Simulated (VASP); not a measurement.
Given:

```xyz
71
Lattice="4.6933 -8.1290 0.0000 4.6933 8.1290 0.0000 0.0000 0.0000 10.0192" Properties=species:S:1:pos:R:3 pbc="T T T"
Al     1.5694    -0.8787     2.5040
Al     1.5648     0.9010     9.9727
Al     1.5736    -0.9048     7.4930
Al     1.6335     1.0840     4.9674
Al     3.0743     1.8350     2.5109
Al     3.1311     3.6127     9.9741
Al     3.1530     1.7925     7.4685
Al     3.0034     3.4691     4.9692
Al     4.6732     4.4985     2.5042
Al     4.7021     6.3169     0.0057
Al     4.6991     4.5098     7.4934
Al     4.7016     6.3184     4.9972
Al     3.1203    -3.6107     2.5151
Al     3.1239    -1.8152     0.0097
Al     3.1319    -3.6160     7.5056
Al     3.1280    -1.7894     5.0070
Al     4.6880    -0.8812     2.4863
Al     4.6934     0.9013     9.9728
Al     4.7218    -0.9454     7.5624
Al     6.2311     1.7968     2.4883
Al     6.2615     3.6197     0.0107
Al     6.3069     1.8019     7.5624
Al     6.2381     3.6006     5.0081
Al     4.6910    -6.3239     2.5018
Al     4.6928    -4.5168    10.0134
Al     4.7102    -6.3258     7.4988
Al     4.6879    -4.5150     4.9942
Al     6.2570    -3.6120     2.5006
Al     6.2652    -1.8180     0.0124
Al     6.2688    -3.6268     7.5008
Al     6.2734    -1.8006     5.0190
Al     7.8242    -0.9052     2.5079
Al     7.8347     0.9016     0.0130
Al     7.8374    -0.9114     7.5185
Al     7.8208     0.8854     5.0185
N      1.5915    -0.8354     4.4216
N      1.5253     0.8913     1.8457
N      1.5677    -0.9182     9.4141
N      1.5679     0.8926     6.9313
N      3.1198     3.6497     1.8477
N      3.1260     1.8077     9.4024
N      3.1396     3.6156     6.9313
N      4.6461     4.4592     4.4226
N      4.6999     6.3180     1.9300
N      4.7074     4.5201     9.4143
N      4.7048     6.3161     6.9121
N      3.1032    -3.6022     4.4284
N      3.1232    -1.8082     1.9233
N      3.1284    -3.6140     9.4268
N      3.1463    -1.8096     6.9247
N      4.7113    -0.9330     4.4089
N      4.6761     0.9103     1.8711
N      4.6951    -0.9393     9.4683
N      4.7823     0.8502     7.1355
N      6.2801     1.8000     4.4114
N      6.2539     3.6156     1.9239
N      6.2882     1.8207     9.4692
N      6.2674     3.5987     6.9254
N      4.6308    -6.3188     4.4074
N      4.6836    -4.5117     1.9115
N      4.6873    -6.3170     9.4141
N      4.6933    -4.5162     6.9172
N      6.2212    -3.5624     4.4064
N      6.2585    -1.7994     1.9186
N      6.2498    -3.6128     9.4152
N      6.2792    -1.8201     6.9337
N      7.8327    -0.9107     4.4229
N      7.8141     0.8984     1.9200
N      7.8294    -0.9076     9.4376
N      7.8431     0.8918     6.9331
Ge     4.5217     0.9886     5.0425
```
Cell charge -1.

Computed with PBE GGA, VASP's PBE PAW potentials (set 64) (plane waves; VASP 6.6.1). Numerical set-up: PREC = Normal, LREAL = Auto, ISYM = 0, NELECT = 285.0, 400 eV cut-off, 1×1×1 Γ-centred mesh, Gaussian smearing of 0.050 eV, potentials Al N Ge. Starting moments (MAGMOM): 71*0.0141. The cell's moment is fixed (NUPDOWN = 1).

The cell is charged, with a uniform compensating background.  The supercell is sampled at Γ alone, which is coarse: total energies, pressure and levels can be off, energies of defects by several tenths of an eV.

Q: Estimate the cell moment, energy per atom (σ→0).

A: 
```json
{
  "cell_moment": "1.00 μB",
  "energy per atom (σ→0)": "-7.155 eV/atom"
}
```

The cell is a supercell with a defect, built from AlN (wurtzite): Ge_Al-vac_N, charge -1.
